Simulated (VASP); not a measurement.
Calculation: RPBE GGA, VASP's PBE PAW potentials (set 64) (plane waves; VASP).

VASP input:

### INCAR
```
LWAVE  =  .False.
LORBIT  =  11   ! lm-projected
ALGO  =  Normal   ! blocked Davidson
EDIFF  =  1E-7
LASPH  =  .True.   ! aspherical one-centre terms
SIGMA  =  0.05
LCHARG  =  .False.
ICHARG  =  11   ! fixed density
PREC  =  Accurate
LMAXMIX  =  4
NELM  =  100   ! most electronic steps
SYSTEM  =  Tc
ENCUT  =  520
GGA  =  RP   ! RPBE
LREAL  =  .False.   ! projection in real space or not
ISMEAR  =  0   ! Gaussian
```

### POSCAR
```
Tc
1
    1.3801936693    -2.3905659619     0.0000000000
    1.3801936693     2.3905659619     0.0000000000
    0.0000000000     0.0000000000     4.4226935360
Tc
2
Direct
  0.3333330000   0.6666670000   0.2500000000
  0.6666670000   0.3333330000   0.7500000000
```

**KPOINTS**
```
k-points along high-symmetry lines
10
Line-mode
Reciprocal
  0.000000   0.000000   0.000000 ! GAMMA
 -0.000000   0.500000   0.000000 ! M

 -0.000000   0.500000   0.000000 ! M
 -0.333333   0.666667   0.000000 ! K

 -0.333333   0.666667   0.000000 ! K
  0.000000   0.000000   0.000000 ! GAMMA

  0.000000   0.000000   0.000000 ! GAMMA
  0.000000   0.000000   0.500000 ! A

  0.000000   0.000000   0.500000 ! A
 -0.000000   0.500000   0.500000 ! L

 -0.000000   0.500000   0.500000 ! L
 -0.333333   0.666667   0.500000 ! H

 -0.333333   0.666667   0.500000 ! H
  0.000000   0.000000   0.500000 ! A

 -0.000000   0.500000   0.500000 ! L
 -0.000000   0.500000   0.000000 ! M

 -0.333333   0.666667   0.500000 ! H
 -0.333333   0.666667   0.000000 ! K
```

POTCAR, in this order: Tc_pv (PBE.64 set). Program: vasp_std. Read from the step before: CHGCAR.

The run wrote:

### OSZICAR
```
       N       E                     dE             d eps       ncg     rms          rms(c)
DAV:   1     0.311620796636E+03    0.31162E+03   -0.17098E+04  3084   0.161E+03
DAV:   2    -0.114483724828E+02   -0.32307E+03   -0.31945E+03  3471   0.455E+02
DAV:   3    -0.194640250366E+02   -0.80157E+01   -0.77535E+01  3686   0.804E+01
DAV:   4    -0.195501344414E+02   -0.86109E-01   -0.84952E-01  3357   0.789E+00
DAV:   5    -0.195508812996E+02   -0.74686E-03   -0.74682E-03  3476   0.742E-01
DAV:   6    -0.195508908756E+02   -0.95760E-05   -0.95757E-05  3526   0.817E-02
DAV:   7    -0.195508911364E+02   -0.26081E-06   -0.26156E-06  3530   0.108E-02
DAV:   8    -0.195508911471E+02   -0.10722E-07   -0.96267E-08  2285   0.160E-03
   1 F= -.19550891E+02 E0= -.19547526E+02  d E =-.673052E-02
```

File OUTCAR:
```
 val. band max:       12.3159412758   @ k =  -0.2963   0.6481   0.0000

 cond. band min:      12.3176591676   @ k =  -0.1481   0.2963   0.0000



 k-point     1 :       0.0000    0.0000    0.0000
  band No.  band energies     occupation
      1     -27.0279      2.00000
      2     -25.9916      2.00000
      3     -25.9916      2.00000
      4     -25.8157      2.00000
      5     -25.8157      2.00000
      6     -25.7790      2.00000
      7       5.1799      2.00000
      8       7.1015      2.00000
      9      10.8899      2.00000
     10      10.8899      2.00000
     11      10.9624      2.00000
     12      11.5855      2.00000
     13      11.5855      2.00000
     14      12.2582      1.90188
     15      12.2582      1.90172
     16      14.0249      0.00000
     17      14.8423      0.00000

 k-point     2 :       0.0000    0.0556    0.0000
  band No.  band energies     occupation
      1     -27.0161      2.00000
      2     -26.0183      2.00000
      3     -26.0004      2.00000
      4     -25.8434      2.00000
      5     -25.8194      2.00000
      6     -25.7840      2.00000
      7       5.2941      2.00000
      8       7.1946      2.00000
      9      10.6072      2.00000
     10      10.9866      2.00000
     11      11.2114      2.00000
     12      11.5245      2.00000
     13      11.6755      2.00000
     14      12.1253      2.00000
     15      12.1806      1.99988
     16      13.2779      0.00000
     17      14.8913      0.00000

 k-point     3 :       0.0000    0.1111    0.0000
  band No.  band energies     occupation
      1     -26.9813      2.00000
      2     -26.0949      2.00000
      3     -26.0251      2.00000
      4     -25.9224      2.00000
      5     -25.8304      2.00000
      6     -25.7991      2.00000
      7       5.6242      2.00000
      8       7.4505      2.00000
      9      10.2474      2.00000
     10      11.2725      2.00000
     11      11.3197      2.00000
     12      11.5582      2.00000
...
```

The density is held fixed in this step, so its total energy and stress have no physical meaning.

The compound is Tc in the hcp structure. It was relaxed first.
